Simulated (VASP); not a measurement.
# KScS2 (P4/mmm) in VASP: a series of runs

Aim: see how the results for KScS2 move with the level of theory and the settings. Levels: PBE, r2SCAN. Tasks: single point, relaxation of cell and atoms.

Everything below comes from runs of VASP 6.6.1. Logs are shortened: lines on timing, memory, paths and dates and some standing lists are left out, and cuts for length are marked.

## (1) The crystal as given

It takes space group P4/mmm (No. 123, tetragonal). Conventional cell: a = 4.051 Å, b = 4.051 Å, c = 5.482 Å, α = 90.00°, β = 90.00°, γ = 90.00°. Around K (site symmetry 4/mmm) lie 6 S at 2.74 to 2.86 Å. Around S (site symmetry 4/mmm) lie 2 K at 2.74 Å and 4 Sc at 2.86 Å. S (site symmetry 4/mmm) has 2 Sc at 2.74 Å and 4 K at 2.86 Å as nearest neighbours. Sc (site symmetry 4/mmm) is surrounded by 6 S at 2.74 to 2.86 Å.

The cell was built by a generator and needn't be a form met in nature.

## (2) Single point, PBE

Input file INCAR:

```
  ALGO = Normal
  EDIFF = 1E-6
  ENCUT = 520
  GGA = PE
  ISIF = 2
  ISMEAR = -1
  LASPH = T
  LCHARG = T
  LELF = T
  LREAL = F
  LVHAR = T
  LWAVE = F
  NBANDS = 24
  NELM = 100
  PREC = Accurate
  SIGMA = 0.02
```

Input file KPOINTS:

```
k-points
0
Gamma
  6 6 4
```

Input file POSCAR:

```
KScS2
1.0
    4.0513015630      0.0000000000      0.0000000000
    0.0000000000      4.0513015630      0.0000000000
    0.0000000000      0.0000000000      5.4821041212
K S Sc
1 2 1
Direct
    0.0000000000      0.0000000000      0.0000000000
    0.0000000000      0.0000000000      0.5000000000
    0.5000000000      0.5000000000      0.0000000000
    0.5000000000      0.5000000000      0.5000000000
```

Potentials or basis: VASP PAW PBE potentials, release 64 (K_sv, S, Sc_sv).

Run with:

```sh
cat potpaw_PBE.64/K_sv/POTCAR potpaw_PBE.64/S/POTCAR potpaw_PBE.64/Sc_sv/POTCAR > POTCAR
mpirun -np 1 vasp_std > vasp.out
```

OUTCAR:

```text
EDIFF = 1E-6
   ENCUT = 520
   GGA = PE
   ISIF = 2
   ISMEAR = -1
   LASPH = T
   LREAL = F
   NELM = 100
   PREC = Accurate

 ion  position               nearest neighbor table
   1  0.000  0.000  0.000-   2 2.74   2 2.74   3 2.86   3 2.86   3 2.86   3 2.86
   2  0.000  0.000  0.500-   1 2.74   1 2.74   4 2.86   4 2.86   4 2.86   4 2.86
   3  0.500  0.500  0.000-   4 2.74   4 2.74   1 2.86   1 2.86   1 2.86   1 2.86
   4  0.500  0.500  0.500-   3 2.74   3 2.74   2 2.86   2 2.86   2 2.86   2 2.86

  LATTYP: Found a simple tetragonal cell.
 ALAT       =     4.0513015630
 C/A-ratio  =     1.3531710824

  Lattice vectors:

 A1 = (   4.0513015630,   0.0000000000,   0.0000000000)
 A2 = (   0.0000000000,   4.0513015630,   0.0000000000)
 A3 = (   0.0000000000,   0.0000000000,   5.4821041212)

Analysis of symmetry for initial positions (statically):
=====================================================================
 Subroutine PRICEL returns:
 Original cell was already a primitive cell.

 Routine SETGRP: Setting up the symmetry group for a
 simple tetragonal supercell.

 Subroutine GETGRP returns: Found 16 space group operations
 (whereof 16 operations were pure point group operations)
 out of a pool of 16 trial point group operations.

The static configuration has the point symmetry D_4h.

Analysis of symmetry for dynamics (positions and initial velocities):
=====================================================================
 Subroutine PRICEL returns:
 Original cell was already a primitive cell.

 Routine SETGRP: Setting up the symmetry group for a
 simple tetragonal supercell.

 Subroutine GETGRP returns: Found 16 space group operations
 (whereof 16 operations were pure point group operations)
 out of a pool of 16 trial point group operations.

The dynamic configuration has the point symmetry D_4h.

 Subroutine INISYM returns: Found 16 space group operations
 (whereof 16 operations are pure point group operations),
 and found     1 'primitive' translations

----------------------------------------------------------------------------------------

                                     Primitive cell

  volume of cell :      89.9780

  direct lattice vectors                    reciprocal lattice vectors
     4.051301563  0.000000000  0.000000000     0.246834254  0.000000000  0.000000000
[... 89 lines left out ...]
   NELM   =    100;   NELMIN=  2; NELMDL= -5     # of ELM steps
   EDIFF  = 0.1E-05   stopping-criterion for ELM
   LREAL  =      F    real-space projection
   EDIFFG = 0.1E-04   stopping-criterion for IOM
   NSW    =      0    number of steps for IOM
   IBRION =     -1    ionic relax: 0-MD 1-quasi-New 2-CG
   NFREE  =      0    steps in history (QN), initial steepest desc. (CG)
   ISIF   =      2    stress and relaxation
   ISYM   =      2    0-nonsym 1-usesym 2-fastsym
   POTIM  = 0.5000    time-step for ionic-motion
   TEBEG  =    0.0;   TEEND  =   0.0 temperature during run
   PSTRESS=    0.0 pullay stress
   NELECT =      32.0000    total number of electrons
   NUPDOWN=      -1.0000    fix difference up-down
   EMIN   =  10.00;   EMAX   =-10.00  energy-range for DOS
   EFERMI =   0.00;   METHOD = LEGACY
   ISMEAR =    -1;   SIGMA  =   0.02  broadening in eV -4-tet -1-fermi 0-gaus
   EFERMI_NEDOS =   21; number of points for ismear=-14 and -15
   IALGO  =     38    algorithm
   IMIX   =      4    mixing-type and parameters
     AMIX     =   0.40;   BMIX     =  1.00
     AMIX_MAG =   1.60;   BMIX_MAG =  1.00
  volume/ion in A,a.u.               =      22.49       151.80
  Fermi-wavevector in a.u.,A,eV,Ry     =   1.159879  2.191853 18.304180  1.345319
  Thomas-Fermi vector in A             =   2.296467
   LORBIT       =      0    0 simple, 1 ext, 2 COOP (PROOUT), +10 PAW based schemes
   GGA     = PE    functional components
   LHFCALC =     F    Hartree Fock is set to
   AEXX    =    0.0000 exact exchange contribution
   IVDW    =     0    specifies the selected vdW correction
   LEPSILON=     F    determine dielectric tensor
   LRPA    =     F    only Hartree local field effects (RPA)
 non-spin polarized calculation
  energy-cutoff  :      520.00
  volume of cell :       89.98
 maximum number of plane-waves:      2468
   NGX = 15   NGY = 15   NGZ = 21

 number of electron      32.0000000 magnetization

 Free energy of the ion-electron system (eV)
  ---------------------------------------------------
  ext. energy  EPLUGINS =         0.00000000
  ---------------------------------------------------
  free energy    TOTEN  =       -20.47051570 eV

  energy without entropy =      -20.46999462  energy(sigma->0) =      -20.47025516

 E-fermi :   2.8489     XC(G=0):  -9.4156

 val. band max:        2.8162625308   @ k =   0.0000   0.0000   0.0000
 cond. band min:       2.8751167266   @ k =   0.0000   0.0000   0.0000
 fundamental gap:      0.0588541958
 Fermi energy:         2.8489055306

 k-point     1 :       0.0000    0.0000    0.0000
  band No.  band energies     occupation
      1     -47.8778      2.00000
      2     -26.4810      2.00000
      3     -26.4810      2.00000
      4     -26.2961      2.00000
      5     -24.9762      2.00000
      6      -9.4283      2.00000
[... 637 lines left out ...]
     23       8.0787      0.00000
     24       9.6957      0.00000

 [... further k-points ...]

------------------------ aborting loop because EDIFF is reached ----------------------------------------

  FORCE on cell =-STRESS in cart. coord.  units (eV):
  Direction    XX          YY          ZZ          XY          YZ          ZX
  --------------------------------------------------------------------------------------
  -------------------------------------------------------------------------------------
  Total        0.0832100      0.0832100      0.1502286      0.0000000     -0.0000000      0.0000000
  in kB        1.4816644      1.4816644      2.6750184      0.0000000     -0.0000000      0.0000000
  external PRESSURE =       1.8794491 kB  Pullay stress =       0.0000000 kB

 VOLUME and BASIS-vectors are now :
 -----------------------------------------------------------------------------
  energy-cutoff  :      520.00
  volume of cell :       89.98
      direct lattice vectors                 reciprocal lattice vectors
     4.051301563  0.000000000  0.000000000     0.246834254  0.000000000  0.000000000
     0.000000000  4.051301563  0.000000000     0.000000000  0.246834254  0.000000000
     0.000000000  0.000000000  5.482104121     0.000000000  0.000000000  0.182411712

 POSITION                                       TOTAL-FORCE (eV/Angst)
 -----------------------------------------------------------------------------------
      0.00000      0.00000      0.00000         0.000000      0.000000      0.000000
      0.00000      0.00000      2.74105         0.000000      0.000000      0.000000
      2.02565      2.02565      0.00000         0.000000      0.000000      0.000000
      2.02565      2.02565      2.74105         0.000000      0.000000      0.000000
 -----------------------------------------------------------------------------------
    total drift:                                0.000000      0.000000      0.000000

  FREE ENERGIE OF THE ION-ELECTRON SYSTEM (eV)
  ---------------------------------------------------
  free  energy   TOTEN  =       -20.4705157038 eV

  energy  without entropy=      -20.4699946172  energy(sigma->0) =      -20.47025516
```

stdout:

```text
POSCAR found type information on POSCAR K S Sc
 POSCAR found :  3 types and       4 ions
 scaLAPACK will be used
 LDA part: xc-table for (Slater+PW92), standard interpolation
 POSCAR, INCAR and KPOINTS ok, starting setup
 FFT: planning ... GRIDC
 FFT: planning ... GRID_SOFT
 FFT: planning ... GRID
 WAVECAR not read
 entering main loop
```

Run time: 36 s. Hardware: 1 thread of Intel Xeon 6975P-C (Granite Rapids), shared host; peak memory 0.22 GiB.

What came out:

```
Free energy            : -20.4705 eV
Pressure               : 0.2 GPa
Band gap on the k mesh : 0.06 eV, direct
```

Stress tensor (GPa, compression positive):
```
0.15 0.00 0.00
0.00 0.15 0.00
0.00 0.00 0.27
```

Levels at points of the mesh, in eV from the valence-band top:
```tsv
k point	band 14	band 15	band 16	band 17	band 18	band 19
(0.00, 0.00, 0.00)	-0.37	0.00	0.00	0.06	1.05	1.32
(0.50, 0.00, 0.00)	-1.85	-1.45	-0.78	1.49	1.69	1.87
(0.50, 0.50, 0.00)	-0.77	-0.54	-0.54	0.59	0.59	1.71
(0.00, 0.00, 0.50)	-1.90	-0.51	-0.51	0.12	1.06	1.89
(0.50, 0.00, 0.50)	-2.40	-1.10	-1.03	1.72	2.14	2.21
(0.50, 0.50, 0.50)	-1.81	-1.28	-1.28	1.86	1.87	1.87
```

A k mesh can miss the band edges. PBE gaps usually lie below the measured ones, often by a third to a half.

## (3) Relaxation of cell and atoms, PBE

This run uses another cell than the first one, of 26.35 Å³/atom, 1.171 times its volume.

Input file INCAR:

```
PREC = Accurate
ENCUT = 600
EDIFF = 1E-6
ISMEAR = -1
SIGMA = 0.02
LREAL = F
LASPH = T
NELM = 100
ALGO = Fast
ISIF = 3
LWAVE = F
LCHARG = F
GGA = PE
IBRION = 2
NSW = 80
EDIFFG = -0.005
```

Input file KPOINTS:

```
Automatic mesh
0
Gamma
  6 6 4
```

Input file POSCAR:

```
KScS2
1.0
    4.2080815503      0.0000000000      0.0000000000
    0.0000000000      4.2080815503      0.0000000000
    0.0000000000      0.0000000000      5.9511260000
K S Sc
1 2 1
Direct
    0.0000000000      0.0000000000      0.0000000000
    0.0000000000      0.0000000000      0.5000000000
    0.5000000000      0.5000000000      0.0000000000
    0.5000000000      0.5000000000      0.5000000000
```

Potentials or basis: VASP PAW PBE potentials, release 64 (K_sv, S, Sc_sv).

Run with:

```sh
cat potpaw_PBE.64/K_sv/POTCAR potpaw_PBE.64/S/POTCAR potpaw_PBE.64/Sc_sv/POTCAR > POTCAR
mpirun -np 1 vasp_std > vasp.out
```

Wall time 5.4 min (1 thread of Intel Xeon 6975P-C (Granite Rapids), shared host); peak memory 0.3 GiB.

It converged, with:

| Quantity | Value |
| --- | --- |
| Free energy | -20.4721 eV |
| Relaxed volume | 22.59 Å³/atom |
| Relaxed cell | a = 4.057 Å, b = 4.057 Å, c = 5.490 Å, α = 90.00°, β = 90.00°, γ = 90.00° |
| Space group after relaxing (to 0.05 Å) | P4/mmm (No. 123) |
| Energy gained by relaxing | 102.1 meV/atom |
| Ionic steps | 8 |
| Pressure after relaxing | 0.0 GPa |
| Band gap on the k mesh | 0.06 eV, direct |

Step by step:
| step | energy change (eV) | largest force (eV/Å) | pressure (GPa) | volume (Å³) |
| --- | --- | --- | --- | --- |
| 1 | 0.0000 | 0.0000 | -6.50 | 105.38 |
| 2 | -0.4076 | 0.0000 | 0.24 | 89.87 |
| 3 | -0.4077 | 0.0000 | 0.12 | 90.05 |
| 4 | -0.4075 | 0.0000 | -0.08 | 90.35 |
| 5 | -0.4084 | 0.0000 | -0.12 | 90.52 |
| 6 | -0.4085 | 0.0000 | -0.15 | 90.56 |
| 7 | -0.4086 | 0.0000 | 0.06 | 90.27 |
| 8 | -0.4086 | 0.0000 | 0.00 | 90.36 |

Final structure:
```yaml
crystal:
  lattice:
    - [4.05696, 0.00000, 0.00000]
    - [0.00000, 4.05696, 0.00000]
    - [0.00000, 0.00000, 5.48997]
  atoms:
    - { symbol: K, position: [0.00000, 0.00000, 0.00000] }
    - { symbol: S, position: [0.00000, 0.00000, 0.50000] }
    - { symbol: S, position: [0.50000, 0.50000, 0.00000] }
    - { symbol: Sc, position: [0.50000, 0.50000, 0.50000] }
```

Levels at points of the mesh, in eV from the valence-band top:
```tsv
k point	band 14	band 15	band 16	band 17	band 18	band 19
(0.00, 0.00, 0.00)	-0.37	0.00	0.00	0.06	1.04	1.32
(0.50, 0.00, 0.00)	-1.84	-1.45	-0.77	1.48	1.67	1.86
(0.50, 0.50, 0.00)	-0.78	-0.54	-0.54	0.59	0.59	1.70
(0.00, 0.00, 0.50)	-1.90	-0.50	-0.50	0.13	1.05	1.87
(0.50, 0.00, 0.50)	-2.39	-1.09	-1.02	1.71	2.12	2.20
(0.50, 0.50, 0.50)	-1.80	-1.28	-1.28	1.85	1.86	1.86
```

(Part 1 of 2 ends here.)
